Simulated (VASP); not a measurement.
Here is the system:

```xyz
1
Lattice="-2.6967 2.6967 2.6700 2.6967 -2.6967 2.6700 2.6967 2.6967 -2.6700" Properties=species:S:1:pos:R:3 pbc="T T T"
K      0.0000     0.0000     0.0000
```

Computed with r2SCAN meta-GGA, VASP's PBE PAW potentials (set 64) (plane waves; VASP). Settings: 480 eV cut-off, 10×10×10 Γ-centred mesh, first-order Methfessel-Paxton smearing of 0.10 eV, potentials K_sv.

### Question
What does the run give for the energy per atom (σ→0), band gap (on the k-mesh) with the smallest direct gap where there is one?

### Answer

```json
{
 "band gap (on the k-mesh)": "none (metal, semimetal or under 0.01 eV)",
 "energy per atom (σ→0)": "-6.008 eV/atom"
}
```

Only differences to runs with the same potentials and settings are physical.

The compound is K in the bcc structure. This cell was strained or had an atom moved on purpose.
